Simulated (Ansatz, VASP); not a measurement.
# Cross-check of SbAs between VASP and Ansatz

Aim: how closely do two programs agree when they are given the same cell, functional and k mesh? The cell is generated by rule, not measured, and may not be a known phase. The cell is taken from a series of runs on this material, whose earlier steps may have relaxed, scaled, displaced or heated it; both programs get it as it stands.

Calculated with Ansatz 0.2.0; plane waves, with VASP 6.6.1 beside it; single point at PBEsol.

The structure was built from a prototype and need not be the compound's stable phase.

## Step 1: Starting point

The structure is tetragonal, space group P4/nmm (No. 129). Conventional cell: a = 4.985 Å, b = 4.985 Å, c = 3.525 Å, α = 90.00°, β = 90.00°, γ = 90.00°. Nearest to Sb lie 4 As at 2.75 Å. Nearest to As lie 4 Sb at 2.75 Å. Farther neighbours are not listed.

Coordinates:

```cif
data_structure
_symmetry_space_group_name_H-M 'P 1'
_symmetry_Int_Tables_number 1
_cell_length_a 3.5246
_cell_length_b 4.9845
_cell_length_c 4.9845
_cell_angle_alpha 90.000
_cell_angle_beta 90.000
_cell_angle_gamma 90.000
_cell_volume 87.57
loop_
_atom_site_label
_atom_site_type_symbol
_atom_site_fract_x
_atom_site_fract_y
_atom_site_fract_z
_atom_site_occupancy
Sb1 Sb 0.00000 0.50000 0.50000 1
Sb2 Sb 0.00000 0.00000 0.00000 1
As3 As 0.67023 0.00000 0.50000 1
As4 As 0.32977 0.50000 0.00000 1
```

## Step 2: VASP: single point, PBEsol, pair 1

With cell and atoms fixed, the geometry can't cause a difference; cores, projectors, grids and the points listed under the comparison can.

Lines of VASP's logs that name or quote its potential files are left out, and so is its time.

INCAR

```
SYSTEM = SbAs
PREC = Accurate
ENCUT = 500
EDIFF = 1E-06
NELM = 120
ISMEAR = 1
SIGMA = 0.15
LREAL = .FALSE.
ALGO = Normal
GGA = PS
NBANDS = 16
LORBIT = 11
LWAVE = .FALSE.
LCHARG = .FALSE.
ISIF = 2
LASPH = .TRUE.
GGA_COMPAT = .FALSE.
KPAR = 2
```

POSCAR

```
SbAs
1.0
   -3.5245974121      0.0000000000      0.0000000000
    0.0000000000     -3.5245974121     -3.5245974121
    0.0000000000     -3.5245974121      3.5245974121
Sb As
2 2
Direct
    0.0000000000      0.5000000000      0.5000000000
    0.0000000000      0.0000000000      0.0000000000
    0.6702322081      0.0000000000      0.5000000000
    0.3297677919      0.5000000000      0.0000000000
```

KPOINTS

```
Automatic mesh
0
Gamma
10 8 8
0 0 0
```

Potentials, in the order of the species: Sb and As (PBE family, release 64).

The run is started by

```bash
> mpirun -np 2 vasp_std
```

Numbers of over 12 decimals in the logs are rounded to 6 here.

Log:

```text
[banner, memory and clock lines left out]
running    2 mpi-ranks, on    1 nodes
 distrk:  each k-point on    1 cores,    2 groups
 distr:  one band on    1 cores,    1 groups

 POSCAR found type information on POSCAR SbAs
 POSCAR found :  2 types and       4 ions
|                                                                             |
|               ----> ADVICE to this user running VASP <----                  |
|                                                                             |
|     You enforced a specific xc type in the INCAR file but a different       |
|     [... a line on the potential file left out ...]
|     I HOPE YOU KNOW WHAT YOU ARE DOING!                                     |
|                                                                             |

 LDA part: xc-table for (Slater+PW92), standard interpolation
 POSCAR, INCAR and KPOINTS ok, starting setup
 FFT: planning ... GRIDC
 FFT: planning ... GRID_SOFT
 FFT: planning ... GRID
 WAVECAR not read
 entering main loop
       N       E                     dE             d eps       ncg     rms          rms(c)
DAV:   1     0.812220693650E+02    0.81222E+02   -0.72415E+03  2880   0.982E+02
DAV:   2    -0.134672539439E+02   -0.94689E+02   -0.91800E+02  3936   0.166E+02
DAV:   3    -0.183329775106E+02   -0.48657E+01   -0.47819E+01  3632   0.417E+01
DAV:   4    -0.183743754819E+02   -0.41398E-01   -0.41379E-01  3264   0.447E+00
DAV:   5    -0.183747620046E+02   -0.38652E-03   -0.38652E-03  3520   0.463E-01    0.490E+00
DAV:   6    -0.182336587337E+02    0.14110E+00   -0.25178E-01  3024   0.234E+00    0.297E+00
DAV:   7    -0.182220569724E+02    0.11602E-01   -0.68177E-02  3376   0.126E+00    0.809E-01
DAV:   8    -0.182190390606E+02    0.30179E-02   -0.78619E-03  2976   0.466E-01    0.201E-01
DAV:   9    -0.182188401646E+02    0.19890E-03   -0.13573E-03  3064   0.237E-01    0.806E-02
DAV:  10    -0.182188246203E+02    0.15544E-04   -0.75774E-05  3248   0.548E-02    0.364E-02
DAV:  11    -0.182188179911E+02    0.66292E-05   -0.29003E-05  3096   0.256E-02    0.801E-03
DAV:  12    -0.182188170919E+02    0.89918E-06   -0.31827E-06  2416   0.112E-02
   1 F= -.18218817E+02 E0= -.18217319E+02  d E =-.449417E-02
```

From OUTCAR (step 2):

```text
ion  position               nearest neighbor table
   1  0.000  0.500  0.500-   3 2.75   4 2.75   4 2.75   3 2.75   2 3.52   2 3.52   2 3.52   2 3.52

  LATTYP: Found a simple tetragonal cell.
 ALAT       =     4.9845334621
 C/A-ratio  =     0.7071067812

 Subroutine GETGRP returns: Found 16 space group operations
 (whereof  8 operations were pure point group operations)

The static configuration has the point symmetry D_2d.
 The point group associated with its full space group is D_4h.

 Found     90 irreducible k-points:

   k-points           NKPTS =     90   k-points in BZ     NKDIM =     90   number of bands    NBANDS=     16

   dimension x,y,z NGX =    28 NGY =   36 NGZ =   36
   dimension x,y,z NGXF=    56 NGYF=   72 NGZF=   72

   ENCUT  =  500.0 eV  36.75 Ry    6.06 a.u.   6.43  9.09  9.09*2*pi/ulx,y,z

   NELECT =      20.0000    total number of electrons

 k-points in reciprocal lattice and weights: Automatic mesh
   0.00000000  0.00000000  0.00000000       0.002
   0.10000000  0.00000000  0.00000000       0.003
   0.20000000  0.00000000  0.00000000       0.003
   0.30000000  0.00000000  0.00000000       0.003
   0.40000000  0.00000000  0.00000000       0.003
   0.50000000  0.00000000  0.00000000       0.002
   0.00000000  0.12500000  0.00000000       0.006
   0.10000000  0.12500000  0.00000000       0.013
   0.20000000  0.12500000  0.00000000       0.013
[...]
0.40000000  0.50000000  0.50000000       0.003
   0.50000000  0.50000000  0.50000000       0.002

 average (electrostatic) potential at core
       1 -84.8014       2 -84.8014       3 -46.6142       4 -46.6142

 E-fermi :   8.1167

 k-point     1 :       0.0000    0.0000    0.0000
  band No.  band energies     occupation
    ...
      6       2.6338      2.00000
      7       5.2808      2.00000
      8       5.2808      2.00000
      9       7.3299      2.00000
     10       7.8270      2.01983
     11      10.3467     -0.00000
     12      10.7972     -0.00000
     13      11.1877      0.00000
     14      13.3433      0.00000
     15      13.3433      0.00000
    ...

 k-point     2 :       0.1000    0.0000    0.0000
  band No.  band energies     occupation
    ...
      5       1.5741      2.00000
      6       2.4259      2.00000
      7       5.3445      2.00000
      8       5.3445      2.00000
      9       6.3233      2.00000
     10       8.2196      0.09042
     11       9.9483     -0.00000
     12      10.6216     -0.00000
     13      11.2924      0.00000
     14      12.0450      0.00000
    ...

 k-point     3 :       0.2000    0.0000    0.0000
  band No.  band energies     occupation
    ...
      6       1.9033      2.00000
      7       5.4412      2.00000
      8       5.4902      2.00000
      9       5.4902      2.00000
     10       7.6351      2.00005
     11       8.3497     -0.05045
     12      10.5816     -0.00000
     13      10.5816     -0.00000
     14      11.1542      0.00000
     15      11.6058      0.00000
    ...

  Total        4.2785018      4.3150993      4.3150993     -0.0000000      0.0000000      0.0000000
  in kB       78.2787273     78.9483078     78.9483078     -0.0000000      0.0000000      0.0000000
  external PRESSURE =      78.7251143 kB  Pullay stress =       0.0000000 kB

  energy-cutoff  :      500.00
  volume of cell :       87.57
      direct lattice vectors                 reciprocal lattice vectors
    -3.524597412  0.000000000  0.000000000    -0.283720347  0.000000000  0.000000000
     0.000000000 -3.524597412 -3.524597412     0.000000000 -0.141860173 -0.141860173
     0.000000000 -3.524597412  3.524597412     0.000000000 -0.141860173  0.141860173

 POSITION                                       TOTAL-FORCE (eV/Angst)
 -----------------------------------------------------------------------------------
      0.00000     -3.52460      0.00000         0.000000     -0.000000     -0.000000
      0.00000      0.00000      0.00000         0.000000     -0.000000     -0.000000
     -2.36230     -1.76230      1.76230         0.774718      0.000000      0.000000
     -1.16230     -1.76230     -1.76230        -0.774718     -0.000000     -0.000000
 -----------------------------------------------------------------------------------
    total drift:                                0.000000      0.000000     -0.000000

  FREE ENERGIE OF THE ION-ELECTRON SYSTEM (eV)
  ---------------------------------------------------
  free  energy   TOTEN  =       -18.2188170919 eV

  energy  without entropy=      -18.2143229220  energy(sigma->0) =      -18.21731904

 total charge
# of ion       s       p       d       tot
------------------------------------------
    1        1.240   1.097   0.061   2.398
    2        1.240   1.097   0.061   2.398
    3        1.315   1.369   0.049   2.734
    4        1.315   1.369   0.049   2.734
--------------------------------------------------
tot          5.111   4.933   0.220  10.263

[... 3 further parts left out ...]
```

The run ends at a pressure of 7.87 GPa, with forces up to 0.77 eV/Å.

## Step 3: Ansatz: single point, PBEsol, pair 1

Ansatz runs on its default PAW (the set named soft_2) files.

The same cell, functional, mesh and smearing now go to Ansatz, which takes its cutoff from its data sets.

input.yaml

```yaml
crystal:
  lattice:
    - [-3.5245974121, 0.0, 0.0]
    - [0.0, -3.5245974121, -3.5245974121]
    - [0.0, -3.5245974121, 3.5245974121]
  atoms:
    - { symbol: Sb, position: [1.0, 0.5, 0.5] }
    - { symbol: Sb, position: [1.0, 1.0, 1.0] }
    - { symbol: As, position: [0.6702322081, 0.0, 0.5] }
    - { symbol: As, position: [0.3297677919, 0.5, 0.0] }
kpoints:
  mp_grid: { grid: [10, 8, 8] }
hamiltonian:
  xc: pbesol
scf:
  occupations: { method: methfessel_paxton, width: 0.15 }
output:
  forces: true
  stress: true
  eigenvalues: true
```

The run is started by

```bash
> ansatz run input.yaml --threads 4 --pin off --max-ram 7168MiB --backend cpu --events-out ev --progress --plain --runs-dir out
```

Log:

```text
Engine: ansatz 0.2.0, x86_64-unknown-linux-gnu
Pseudopotentials: kind: paw
Pseudopotential: Sb, paw, valence charge 15, recommended cutoff 420 eV (normal), Sb.paw.azcp
Pseudopotential: As, paw, valence charge 15, recommended cutoff 420 eV (normal), As.paw.azcp
Functional definition: PBEsol
  exchange = pbesol_x
  correlation = pbesol_c
Crystal: 4 atoms, lattice volume = 87.571 Å³
Basis set: ecut = 420 eV, 1719 PW (Γ), exchange–correlation on 48×72×72 points (8 copies of the dense FFT grid, shifted against one another)
Bands: 36, of which v1, the nominal top of the filled ones, is band 30 counted from 1 (29 counted from 0)
Symmetry: 16 space group operations
Space group: P4/nmm (ITA 129), of the structure as read, at distance tolerance 4.4e-5 Å
k-points: 90 of 640
Non-local potential: Sb, projectors of the file, l = 0: 2, l = 1: 2, l = 2: 2, l = 3: 2
Non-local potential: As, projectors of the file, l = 0: 2, l = 1: 2, l = 2: 3, l = 3: 1
PAW form: soft (Blöchl's): semilocal exchange-correlation on the pseudo side does not see the compensation charge
PAW frozen core: Sb, regenerated for the run's functional, and the local potential with it (the file was generated under x = pbe(κ = 0.804, μ = 0.219515), c = pbe(β = 0.066725))
PAW frozen core: As, regenerated for the run's functional, and the local potential with it (the file was generated under x = pbe(κ = 0.804, μ = 0.219515), c = pbe(β = 0.066725))
PAW one-centre angular grid: Sb, 590 points (default); XC on 64 Gauss nodes
PAW one-centre angular grid: As, 590 points (default); XC on 64 Gauss nodes
Initial density: superposition of atomic densities (neutral atoms: chi_scale 0, normalization atom), corrected by the library's trained network
Initial wavefunctions: pseudopotential atomic-orbital guess
Functional: x = pbesol(κ = 0.804, μ = 0.123457), c = pbesol(β = 0.046)
SCF iter   1: F=—  HF=-22441.093012 eV  |F-HF|=—  |Δ(HF+E_count)|=         —  Δρ=3.29e-3  dr2=7.59e-3  ethr=1.77e-3  ⟨swp⟩=6.4  Hψ=12824  notcnv=0
preconditioner: auto → Kerker (q_TF=auto, 2.562 Å⁻¹)  [metal: Δε(μ)=0.039 eV  Ē_g=8.695 eV  σ=0.150 eV  W_gap=0.21  n_scr=30 (ndim 8)  ℏωp=17.7 eV  f_vac=0.000  D(μ)=3.06/eV (n_scr^D=18)]
SCF iter   2: F=—  HF=-22441.089421 eV  |F-HF|=—  |Δ(HF+E_count)|=   3.59e-3  S|Δr|=    0.00e0  Δρ=2.06e-3  dr2=2.67e-3  ethr=1.26e-5  ⟨swp⟩=2.5  Hψ=6642  notcnv=0
SCF iter   3: F=—  HF=-22441.088976 eV  |F-HF|=—  |Δ(HF+E_count)|=   4.44e-4  S|Δr|=    0.00e0  Δρ=4.84e-4  dr2=2.81e-4  ethr=4.46e-6  ⟨swp⟩=2.5  Hψ=5872  notcnv=0
SCF iter   4: F=—  HF=-22441.088833 eV  |F-HF|=—  |Δ(HF+E_count)|=   1.43e-4  S|Δr|=    0.00e0  Δρ=2.41e-4  dr2=4.30e-5  ethr=4.69e-7  ⟨swp⟩=2.0  Hψ=5815  notcnv=0
SCF iter   5: F=—  HF=-22441.088835 eV  |F-HF|=—  |Δ(HF+E_count)|=   2.54e-6  S|Δr|=    0.00e0  Δρ=1.31e-4  dr2=8.52e-6  ethr=7.17e-8  ⟨swp⟩=2.0  Hψ=4922  notcnv=0
SCF iter   6: F=—  HF=-22441.088828 eV  |F-HF|=—  |Δ(HF+E_count)|=   6.82e-6  S|Δr|=    0.00e0  Δρ=1.98e-5  dr2=4.22e-7  ethr=1.42e-8  ⟨swp⟩=2.0  Hψ=4916  notcnv=0
SCF iter   7: F=-22441.088828 eV  HF=-22441.088828 eV  |F-HF|=2.72e-8  |Δ(HF+E_count)|=   7.64e-9  S|Δr|=    0.00e0  Δρ=7.53e-6  dr2=5.40e-8  ethr=1.67e-10  ⟨swp⟩=7.4  Hψ=12573  notcnv=0
SCF 1 converged in 7 iterations: F = -22441.088828 eV  dr2 = 5.40e-8
  greatest PAW one-centre occupation: 0.999 electrons in one spin orbital (limit 2), on the As atom at site 3 (counted from 0), in its partial waves of l = 2
SCF converged after 7 iterations
Stability not checked: this state was not tested for a lower state beside it, because cold or Methfessel-Paxton smearing, or corrected tetrahedra, fill the levels in a way that the test cannot read (fill_not_monotonic; see scf.lower_state_search)
Free energy (F): -22441.088828 eV
Harris-Foulkes:  -22441.088828 eV  (|F-HF|=2.72e-8)
Internal energy: -22441.084316 eV  (E = F + TS)
E sigma→0 (E₀):  -22441.087700 eV
Entropy (-TS):   -0.004513 eV (-1.128 meV/atom)
Fermi energy:    12.643829 eV
--- Per-component energies (eV) ---
  E_band       = -664.934155
  E_kinetic    = 626.289373
  E_local      = -5861.600330  (includes V_loc(G=0)·N_el)
  E_nonlocal   = -608.966599
  E_hartree    = 3028.753794
  E_xc         = -436.112166
  E_vxc        = -356.469153  (∫ρ·V_xc dr)
  E_paw        = -12582.886706  (= ΣΔE_a)
  E_vpaw       = -521.698043  (= ΣTr[D̂ρ^β])
  E_aug_tail   = 0.000012  (compensation charges beyond the density's cutoff)
  E_ewald      = -6609.158264
  E_core_change = 2.596571  (= ΣΔE_core)
  E_smearing   = -0.004513  (= −TS)
  E_closure    = 0.000000  (closes the sum)
  Σ components = -22441.088828   (vs F -22441.088828, Δ=0.00e0)
--- Forces (eV/Å), atoms counted from 1 ---
  atom   1  Sb     0.00000000     0.00000000     0.00000000
  atom   2  Sb     0.00000000     0.00000000    -0.00000000
  atom   3  As     0.74301611    -0.00000000     0.00000000
  atom   4  As    -0.74301611     0.00000000     0.00000000
  max |Σ_I F_I| component: 1.11e-16 eV/Å
--- Stress (GPa, compression-positive) ---
        7.683757      -0.000000       0.000000
       -0.000000       7.587242       0.000000
       -0.000000       0.000000       7.587242
  P = ⅓ Tr σ = 7.6194 GPa (76.194 kbar)
--- Band table (eV; the first three rows and the last of 90) ---
  k-point 0: bands = [... 26 lower, 9.8141, 9.8141, 11.8582, 12.3610, 14.8745, 15.3220, 15.7438, 17.8671, ... 2 higher]
  k-point 1: bands = [... 26 lower, 9.5396, 10.2669, 11.9256, 12.5763, 14.7298, 15.0795, 16.0998, 17.7290, ... 2 higher]
  k-point 2: bands = [... 26 lower, 8.8911, 11.0079, 12.0926, 13.2735, 14.3629, 14.4187, 16.8915, 16.9584, ... 2 higher]
  k-point 89: bands = [... 26 lower, 7.0130, 7.0130, 14.3730, 14.3730, 14.9254, 14.9254, 15.8896, 15.8896, ... 2 higher]
```

The run ends at a pressure of 7.62 GPa, with forces up to 0.74 eV/Å.

## Step 4: Differences

Known differences besides the potentials themselves: the data sets hold 60 valence electrons in Ansatz (on its default PAW (the set named soft_2) files) and 20 in VASP; the cutoff is 420 eV in Ansatz and 500 eV in VASP; Ansatz makes its cores anew for this functional, VASP keeps those of its PBE data sets. Total energies have different zeros and are not compared.

Compared:

```tsv
quantity	Ansatz	VASP	difference
pressure (GPa)	7.62	7.87	-0.25
```

Forces (eV/Å; atoms numbered as in POSCAR):

```tsv
atom	Ansatz x, y, z	VASP x, y, z
Sb1	0.000, 0.000, 0.000	0.000, 0.000, 0.000
Sb2	0.000, 0.000, 0.000	0.000, 0.000, 0.000
As3	0.743, 0.000, 0.000	0.775, 0.000, 0.000
As4	-0.743, 0.000, 0.000	-0.775, 0.000, 0.000
```

The forces differ by 13 meV/Å r.m.s., which is 4.1 % of the r.m.s. force of 0.316 eV/Å (both taken over all components).

## Step 5: What the set-up changes

Further runs change the set-up of one program: Ansatz's method, potentials or start, or VASP's data sets, cutoff or form of LDA. The table gives Ansatz less VASP for each quantity, since a change that brings one quantity closer may part another.

```tsv
run	r.m.s. force difference (meV/Å)	pressure (GPa)
as above	13	-0.25
VASP with the data sets Sb_d_GW and As_d and a cutoff of 600 eV	1	0.021
```

## Step 6: Ansatz: single point, PBEsol, pair 2

A single point gives forces, pressure and levels at one fixed geometry, so differences don't come from the geometry; what else differs is listed under the comparison.

The cell is taken from a series of runs on this material, whose earlier steps may have relaxed, scaled, displaced or heated it; both programs get it as it stands.

input.yaml, the sections that differ from step 3:

```yaml
crystal:
  lattice:
    - [-3.5245974121, 0.0, 0.0]
    - [0.0, -3.5245974121, -3.5245974121]
    - [0.0, -3.5245974121, 3.5245974121]
  atoms:
    - { symbol: Sb, position: [1.0397208485, 0.5, 0.5] }
    - { symbol: Sb, position: [0.9602791515, 1.0, 1.0] }
    - { symbol: As, position: [0.5, 0.0, 0.5] }
    - { symbol: As, position: [0.5, 0.5, 0.0] }
# kpoints, hamiltonian, scf, output: as in step 3
```

Log:

```text
[...]
Crystal: 4 atoms, lattice volume = 87.571 Å³
Basis set: ecut = 420 eV, 1719 PW (Γ), exchange–correlation on 48×72×72 points (8 copies of the dense FFT grid, shifted against one another)
Bands: 36, of which v1, the nominal top of the filled ones, is band 30 counted from 1 (29 counted from 0)
Symmetry: 16 space group operations
[...]
k-points: 90 of 640
[...]
k-point 0: bands = [... 26 lower, 10.3722, 10.3722, 10.4790, 13.6885, 14.9192, 15.8553, 16.5228, 16.8002, ... 2 higher]
  k-point 1: bands = [... 26 lower, 10.0552, 10.5736, 10.7038, 13.5927, 14.9771, 16.2639, 16.3207, 16.5472, ... 2 higher]
  k-point 2: bands = [... 26 lower, 9.3358, 10.8545, 11.4402, 13.2221, 15.1846, 15.2835, 16.2908, 17.0263, ... 2 higher]
  k-point 89: bands = [... 26 lower, 6.3904, 6.3904, 13.6649, 13.6649, 15.4929, 15.4929, 16.7281, 16.7281, ... 2 higher]
[key lines of the parts left out:]
SCF converged after 7 iterations
Free energy (F): -22441.192477 eV
Fermi energy:    12.519778 eV
P = ⅓ Tr σ = 0.3919 GPa (3.919 kbar)
```

The run ends at a pressure of 0.39 GPa, with forces up to 0.19 eV/Å.

[end of part 1 of 2]

[Lines on the potential files, build, host, timing and source positions are cut from VASP's logs without a mark.]

[Logs are printed without paths, hosts, clocks, repeated set-up lines and the standing remarks that a program may print on its own settings, such as how far it seeks lower states.]

[Hosts, paths, dates, database ids (printed as entryN), source tags and the programs' standing remarks are cut or masked in the printed files.]
